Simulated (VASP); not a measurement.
VASP ran on this input.

### INCAR
```
ALGO=Normal
EDIFF=1E-6
ENCUT=400
ISIF=2
ISMEAR=-1
LASPH=T
LCHARG=F
LMAXMIX=4
LREAL=F
LWAVE=F
NELM=100
PREC=Accurate
SIGMA=0.136
SYSTEM=PbO2
```

POSCAR:
```
PbO2
5.0803740
  1.0000000000   0.0000000000   0.0000000000
  0.0000000000   1.0000000000   0.0000000000
  0.0000000000   0.0000000000   0.6824879428
Pb O
2 4
Cart
  0.0000000000   0.0000000000   0.0000000000
  0.5000000000   0.5000000000   0.3412439714
  0.3074300000   0.3074300000   0.0000000000
  0.6925700000   0.6925700000   0.0000000000
  0.1925700000   0.8074300000   0.3412439714
  0.8074300000   0.1925700000   0.3412439714
```

### KPOINTS
```
Regular mesh
0
gamma
  3 3 5
```

POTCAR, in this order: Pb_d O (LDA.64 set). Program: vasp_std.

**Question.** Write an equivalent input for Quantum ESPRESSO's pw.x.

**Answer.** One equivalent input (not run):
```
&CONTROL
  calculation = 'scf'
  pseudo_dir = './pseudo'
  outdir = './out'
  tprnfor = .true.
  tstress = .true.
/
&SYSTEM
  ibrav = 0
  nat = 6
  ntyp = 2
  ecutwfc = 84
  occupations = 'smearing'
  smearing = 'fermi-dirac'
  degauss = 0.009996
  input_dft = 'pz'
/
&ELECTRONS
  conv_thr = 7.3e-08
  electron_maxstep = 100
/
ATOMIC_SPECIES
  Pb 207.200 Pb.upf
  O 15.999 O.upf
CELL_PARAMETERS angstrom
     5.0803740    0.0000000    0.0000000
     0.0000000    5.0803740    0.0000000
     0.0000000    0.0000000    3.4672940
ATOMIC_POSITIONS crystal
  Pb   0.0000000  0.0000000  0.0000000
  Pb   0.5000000  0.5000000  0.5000000
  O    0.3074300  0.3074300  0.0000000
  O    0.6925700  0.6925700  0.0000000
  O    0.1925700  0.8074300  0.5000000
  O    0.8074300  0.1925700  0.5000000
K_POINTS automatic
  3 3 5 0 0 0
```
Limits of the translation: the potentials are each code's own (VASP's PAW set, PseudoDojo norm-conserving files in pw.x), so ENCUT and ecutwfc are chosen apart and not converted; conv_thr bounds pw.x's estimated SCF error, while EDIFF bounds the energy change between steps.

The structure comes from a computed database's PbO2 entry; how it stands against other phases isn't given here. The cell was not relaxed at this level. The k-mesh is coarse (spacing up to 0.41 per Å, 2π included), so the numbers may not be converged in it. The run is one of a series of settings (KPOINTS 3×3×5 Γ-centred mesh against the base run), some of them coarse on purpose.
